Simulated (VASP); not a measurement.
Given:

```yaml
crystal:
  lattice:
    - [-0.10306, 3.92140, 4.10229]
    - [3.92140, -0.10306, 4.10229]
    - [1.90917, 1.90917, 0.00000]
  atoms:
    - { symbol: Ir, position: [0.00000, 0.00000, 0.00000] }
    - { symbol: Ag, position: [0.00000, 0.50000, 0.00000] }
    - { symbol: Ag, position: [0.50000, 0.00000, 0.00000] }
    - { symbol: Ag, position: [0.50000, 0.50000, 0.00000] }
```

Computed with PBEsol GGA, VASP's PBE PAW potentials (set 64) (plane waves; VASP). Settings: 400 eV cut-off, Gaussian smearing of 0.050 eV, potentials Ir Ag.

### Question
Give the energies of bands 11 to 24 at the high-symmetry points, in eV from the Fermi level.

### Answer

```
band      Γ      Y     C0      Z     A0      T      S      R
----  -----  -----  -----  -----  -----  -----  -----  -----
11    -4.23  -4.05  -4.09  -4.47  -3.35  -2.90  -4.39  -4.26
12    -4.16  -3.99  -3.94  -4.38  -3.21  -2.80  -3.91  -4.00
13    -3.35  -3.97  -3.93  -3.77  -3.00  -2.67  -3.79  -3.98
14    -3.21  -3.75  -3.89  -3.75  -2.74  -2.61  -3.75  -3.01
15    -2.81  -3.63  -3.85  -3.74  -2.70  -2.45  -3.63  -2.68
16    -2.77  -3.61  -3.55  -2.78  -2.03  -1.48  -3.60  -2.65
17    -2.70  -3.59  -3.41  -2.46  -1.44  -1.26  -3.45  -2.42
18    -0.99  -3.22  -3.13  -2.02  -0.83  -0.35  -2.92  -1.65
19    -0.68  -2.77  -2.76  -1.46  -0.79  -0.20  -2.74  -1.28
20    -0.65  -1.90  -1.59  -0.54  -0.01  -0.11  -1.53   0.29
21    -0.51  -0.40  -1.01   0.30   1.18   0.02  -0.12   1.66
22     0.31  -0.20  -0.09   2.96   1.32   0.78   0.32   1.86
23     0.42   0.03   0.02   6.61   1.81   2.10   1.07   2.31
24     1.27   1.35   2.98   6.92   2.38   2.11   2.28   3.72
```

It has no gap at this level: it comes out as a metal or semimetal.

The structure was generated: Ag3Ir was put into an ordered model structure (Cmmm), which need not be its known phase. It was relaxed first.
